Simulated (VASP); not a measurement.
A run of VASP 6.6.1 is set up as follows.

Contents of INCAR:

```
SYSTEM = Na2Sb
PREC     = Accurate       ! precision mode
ENCUT    = 520            ! plane-wave cutoff, eV
EDIFF    = 1E-7           ! SCF threshold, eV
ISMEAR   = -1             ! smearing method
SIGMA    = 0.05           ! smearing width, eV
LREAL    = .FALSE.        ! projectors in reciprocal space
LASPH    = .TRUE.         ! aspherical terms in the spheres
NELM     = 100            ! most SCF steps
ALGO     = Normal         ! electronic algorithm
ISIF     = 2              ! what is computed and relaxed
LWAVE    = .FALSE.        ! write WAVECAR
LCHARG   = .TRUE.         ! write CHGCAR
GGA      = PE             ! functional
LELF     = .TRUE.         ! ELF
LVHAR    = .TRUE.       
NBANDS   = 16             ! bands
```

The input KPOINTS:

```
Automatic mesh
0
G
  8 8 6
  0 0 0
```

POSCAR

```
Na2Sb
1.0
    3.2420195637      0.0000000000      0.0000000000
    0.0000000000      3.2420195637      0.0000000000
    0.0000000000      0.0000000000      4.5792847953
Na Sb
2 1
Direct
    0.5000000000      0.0000000000      0.5000000000
    0.0000000000      0.5000000000      0.5000000000
    0.0000000000      0.0000000000      0.0000000000
```

Potentials or basis: VASP PAW PBE potentials, release 64 (Na_pv, Sb).

Run with:

```sh
$ cat potpaw_PBE.64/Na_pv/POTCAR potpaw_PBE.64/Sb/POTCAR > POTCAR
$ mpirun -np 1 vasp_std > vasp.out
```

Q: Predict the pressure.

A: 41.9 GPa.

Q: What does it give for the band gap on the k mesh?

A: None (metal or under the smearing width).

Stress tensor (GPa, compression positive):
```
45.33  0.00  0.00
 0.00 45.33  0.00
 0.00  0.00 35.02
```

Caveat: so large a pressure means that the cell lies far from this level's equilibrium, or that cutoff or potentials fall short. The run has no spin-orbit coupling, so splittings on Sb are missing.
